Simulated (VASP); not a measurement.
Computed with r2SCAN meta-GGA, VASP's PBE PAW potentials (set 64) (plane waves; VASP).

VASP ran on this input.

**KPOINTS**
```
Automatic mesh
0
Gamma
10 10 10
0 0 0
```

POSCAR:
```
GeMo
1.0
  3.1703720000   0.0000000000   0.0000000000
  0.0000000000   3.1703720000   0.0000000000
  0.0000000000   0.0000000000   3.1703720000
Mo Ge
1 1
Cart
  0.0000000000   0.0000000000   0.0000000000
  1.5851860000   1.5851860000   1.5851860000
```

### INCAR
```
SYSTEM = GeMo
PREC = Accurate
ENCUT = 400
EDIFF = 1E-6
NELM = 100
ALGO = Normal
LREAL = .FALSE.
LASPH = .TRUE.
ISMEAR = 1
SIGMA = 0.1
METAGGA = R2SCAN
LMIXTAU = .TRUE.
LMAXMIX = 4
LWAVE = .FALSE.
LCHARG = .FALSE.
IBRION = 2
ISIF = 3
NSW = 60
EDIFFG = -0.01
```

POTCAR, in this order: Mo_sv Ge_d (PBE.64 set). Program: vasp_std.

The run wrote:

File OSZICAR:
```
       N       E                     dE             d eps       ncg     rms          rms(c)
DAV:   1     0.168547663872E+03    0.16855E+03   -0.13245E+04  2246   0.323E+03
DAV:   2    -0.312686984054E+02   -0.19982E+03   -0.19583E+03  2040   0.551E+02
DAV:   3    -0.469266940879E+02   -0.15658E+02   -0.15205E+02  2350   0.122E+02
DAV:   4    -0.473159347037E+02   -0.38924E+00   -0.38347E+00  2370   0.181E+01
DAV:   5    -0.473220847653E+02   -0.61501E-02   -0.61450E-02  2312   0.232E+00    0.158E+01
DAV:   6    -0.394538216315E+02    0.78683E+01   -0.82518E+00  2044   0.246E+01    0.228E+00
DAV:   7    -0.394387574712E+02    0.15064E-01   -0.10102E+00  2148   0.781E+00    0.150E+00
DAV:   8    -0.394740885642E+02   -0.35331E-01   -0.12129E-01  2072   0.245E+00    0.683E-01
DAV:   9    -0.394965201729E+02   -0.22432E-01   -0.30761E-02  2128   0.156E+00    0.238E-01
DAV:  10    -0.394971454566E+02   -0.62528E-03   -0.28782E-03  2134   0.505E-01    0.859E-02
DAV:  11    -0.394972586569E+02   -0.11320E-03   -0.11625E-03  2106   0.321E-01    0.266E-02
DAV:  12    -0.394975402612E+02   -0.28160E-03   -0.45120E-04  2050   0.199E-01    0.215E-02
DAV:  13    -0.394976280848E+02   -0.87824E-04   -0.12613E-04  2088   0.108E-01    0.744E-03
DAV:  14    -0.394976261981E+02    0.18866E-05   -0.31461E-06  1738   0.173E-02    0.191E-03
DAV:  15    -0.394976271191E+02   -0.92093E-06   -0.72719E-07  1136   0.888E-03
   1 F= -.39497627E+02 E0= -.39498207E+02  d E =-.394976E+02
       N       E                     dE             d eps       ncg     rms          rms(c)
DAV:   1    -0.489306555769E+02   -0.94330E+01   -0.18128E+02  2526   0.181E+02    0.349E+01
DAV:   2    -0.404475562762E+02    0.84831E+01   -0.19236E+01  2496   0.660E+01    0.776E+00
DAV:   3    -0.396587490336E+02    0.78881E+00   -0.15117E+00  2592   0.220E+01    0.546E+00
DAV:   4    -0.392402743134E+02    0.41847E+00   -0.53528E-01  2424   0.112E+01    0.147E+00
DAV:   5    -0.393222980869E+02   -0.82024E-01   -0.12264E-01  2206   0.417E+00    0.961E-01
DAV:   6    -0.393318963159E+02   -0.95982E-02   -0.12202E-02  2212   0.167E+00    0.174E-01
DAV:   7    -0.393312291366E+02    0.66718E-03   -0.28844E-03  2034   0.562E-01    0.102E-01
DAV:   8    -0.393343368013E+02   -0.31077E-02   -0.13478E-03  2050   0.473E-01    0.609E-02
DAV:   9    -0.393343190713E+02    0.17730E-04   -0.13746E-04  2094   0.127E-01    0.206E-02
DAV:  10    -0.393344514033E+02   -0.13233E-03   -0.31570E-05  2096   0.697E-02    0.663E-03
DAV:  11    -0.393344829656E+02   -0.31562E-04   -0.17155E-05  2070   0.382E-02    0.259E-03
DAV:  12    -0.393344846246E+02   -0.16590E-05   -0.75023E-07  1096   0.101E-02    0.219E-03
DAV:  13    -0.393344845319E+02    0.92747E-07   -0.70302E-08  1036   0.378E-03
   2 F= -.39334485E+02 E0= -.39334226E+02  d E =0.163143E+00
       N       E                     dE             d eps       ncg     rms          rms(c)
DAV:   1    -0.435618381537E+02   -0.42274E+01   -0.85257E+01  2548   0.161E+02    0.139E+01
DAV:   2    -0.401399512702E+02    0.34219E+01   -0.13938E+01  2108   0.342E+01    0.476E+00
DAV:   3    -0.397306051965E+02    0.40935E+00   -0.75257E-01  2456   0.132E+01    0.284E+00
DAV:   4    -0.395652359136E+02    0.16537E+00   -0.32285E-01  2430   0.836E+00    0.664E-01
DAV:   5    -0.395566389350E+02    0.85970E-02   -0.56728E-02  2162   0.321E+00    0.380E-01
DAV:   6    -0.395350303475E+02    0.21609E-01   -0.64051E-02  2030   0.212E+00    0.175E-01
DAV:   7    -0.395691887524E+02   -0.34158E-01   -0.17791E-02  2022   0.134E+00    0.689E-02
DAV:   8    -0.395690655335E+02    0.12322E-03   -0.12013E-03  2192   0.291E-01    0.265E-02
DAV:   9    -0.395693424832E+02   -0.27695E-03   -0.36642E-04  2182   0.244E-01    0.797E-03
DAV:  10    -0.395693998827E+02   -0.57399E-04   -0.44476E-05  2050   0.687E-02    0.597E-03
DAV:  11    -0.395694056786E+02   -0.57960E-05   -0.71901E-06  2088   0.321E-02    0.119E-03
DAV:  12    -0.395694081141E+02   -0.24355E-05   -0.68834E-07  1078   0.871E-03    0.777E-04
DAV:  13    -0.395694081406E+02   -0.26519E-07   -0.62374E-08  1024   0.355E-03
   3 F= -.39569408E+02 E0= -.39569745E+02  d E =-.717810E-01
       N       E                     dE             d eps       ncg     rms          rms(c)
DAV:   1    -0.395701405401E+02   -0.73243E-03   -0.13882E-02  2532   0.181E+00    0.221E-01
DAV:   2    -0.395695412004E+02    0.59934E-03   -0.18090E-03  2146   0.455E-01    0.573E-02
DAV:   3    -0.395694834459E+02    0.57754E-04   -0.95371E-05  2406   0.174E-01    0.303E-02
DAV:   4    -0.395694578763E+02    0.25570E-04   -0.46987E-05  2472   0.967E-02    0.113E-02
DAV:   5    -0.395694435198E+02    0.14357E-04   -0.29256E-05  2116   0.686E-02    0.457E-03
DAV:   6    -0.395694606221E+02   -0.17102E-04   -0.16076E-05  2026   0.350E-02    0.153E-03
DAV:   7    -0.395694610828E+02   -0.46064E-06   -0.39515E-07  1034   0.507E-03
   4 F= -.39569461E+02 E0= -.39569787E+02  d E =-.718340E-01
```

**OUTCAR**
```
------------------------ aborting loop because EDIFF is reached ----------------------------------------
  FORCE on cell =-STRESS in cart. coord.  units (eV):
  Direction    XX          YY          ZZ          XY          YZ          ZX
  --------------------------------------------------------------------------------------
  Total       -0.0139623     -0.0139623     -0.0139623     -0.0000000      0.0000000      0.0000000
  in kB       -0.7467623     -0.7467623     -0.7467623     -0.0000000      0.0000000      0.0000000
  external PRESSURE =      -0.7467623 kB  Pullay stress =       0.0000000 kB
  volume of cell :       29.96
      direct lattice vectors                 reciprocal lattice vectors
     3.105714789  0.000000000  0.000000000     0.321987068 -0.000000000  0.000000000
     0.000000000  3.105714789  0.000000000    -0.000000000  0.321987068 -0.000000000
    -0.000000000  0.000000000  3.105714789    -0.000000000 -0.000000000  0.321987068
 POSITION                                       TOTAL-FORCE (eV/Angst)
 -----------------------------------------------------------------------------------
      0.00000      0.00000      0.00000        -0.000000     -0.000000      0.000000
      1.55286      1.55286      1.55286         0.000000      0.000000      0.000000
 -----------------------------------------------------------------------------------
    total drift:                                0.000000      0.000000     -0.000000
  FREE ENERGIE OF THE ION-ELECTRON SYSTEM (eV)
  ---------------------------------------------------
  free  energy   TOTEN  =       -39.5694610828 eV

  energy  without entropy=      -39.5704400022  energy(sigma->0) =      -39.56978739

 reached required accuracy - stopping structural energy minimisation
```
(Selected blocks of OUTCAR.)

CONTCAR:
```
GeMo
   1.00000000000000
     3.1057147888611238    0.0000000000000000    0.0000000000000000
     0.0000000000000000    3.1057147888611238    0.0000000000000000
    -0.0000000000000000    0.0000000000000000    3.1057147888611238
  Mo              Ge
     1     1
Direct
     0.0000000000000000    0.0000000000000000    0.0000000000000000
     0.5000000000000000    0.5000000000000000    0.5000000000000000
```

Energy and stress use the plane-wave basis of the starting cell.

The structure was generated: GeMo was put into the CsCl type (Pm-3m), which need not be its known phase. This run relaxes it. Symmetry was kept, so distortions that lower it aren't found.
